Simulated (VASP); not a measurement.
A convergence study with VASP on Tc: one setting is varied, all else stays as given below, so the limit is that of these other settings.

```
CELL_PARAMETERS angstrom
      2.72630     0.00000     0.00000
     -1.36315     2.36104     0.00000
      0.00000     0.00000    20.55209
ATOMIC_POSITIONS crystal
  Tc 0.66667 0.33333 0.44686
  Tc 0.33333 0.66667 0.34060
  Tc 0.66667 0.33333 0.65940
  Tc 0.33333 0.66667 0.55314
```

These are PBEsol GGA, VASP's PBE PAW potentials (set 64) (plane waves; VASP) values and carry that method's errors. The tightest run used: 300 eV cut-off, 36×36×1 Γ-centred mesh, Gaussian smearing of 0.10 eV, potentials Tc_pv.

### Question
The settings run are 3×3×1 mesh; 4×4×1 mesh; 5×5×1 mesh; 6×6×1 mesh; 7×7×1 mesh; 9×9×1 mesh; 10×10×1 mesh; 12×12×1 mesh; 14×14×1 mesh; 16×16×1 mesh; 19×19×1 mesh; 22×22×1 mesh; 26×26×1 mesh; 30×30×1 mesh; 36×36×1 mesh. From which on does the energy per atom stay within 0.01 eV/atom of the tightest run?

### Answer
From 10×10×1 mesh on: it is off by 0.0022 there and by no more than 0.01 in any finer run, while 9×9×1 mesh is off by 0.0131.
```
setting       E (eV/atom)  largest force (eV/Å)  irreducible k-points  difference judged (eV/atom)
------------  -----------  --------------------  --------------------  ---------------------------
3×3×1 mesh       -10.3436                 1.819                     3                       0.3596
4×4×1 mesh       -10.7225                 1.592                     4                       0.0193
5×5×1 mesh       -10.7198                 1.650                     5                       0.0166
6×6×1 mesh       -10.6655                 2.032                     7                       0.0378
7×7×1 mesh       -10.7228                 1.752                     8                       0.0195
9×9×1 mesh       -10.6902                 1.784                    12                       0.0131
10×10×1 mesh     -10.7010                 1.711                    14                       0.0022
12×12×1 mesh     -10.7045                 1.719                    19                       0.0012
14×14×1 mesh     -10.7035                 1.716                    24                       0.0003
16×16×1 mesh     -10.7024                 1.702                    30                       0.0009
19×19×1 mesh     -10.7023                 1.722                    40                       0.0009
22×22×1 mesh     -10.7024                 1.729                    52                       0.0009
26×26×1 mesh     -10.7020                 1.710                    70                       0.0012
30×30×1 mesh     -10.7038                 1.716                    91                       0.0005
36×36×1 mesh     -10.7032                 1.712                   127                       0.0000
```

Left out are rungs that failed or repeat a setting and relaxations that didn't move; long series are thinned to 24 rows.

The cell is a sheet or thin cut with vacuum, built from a generated structure.
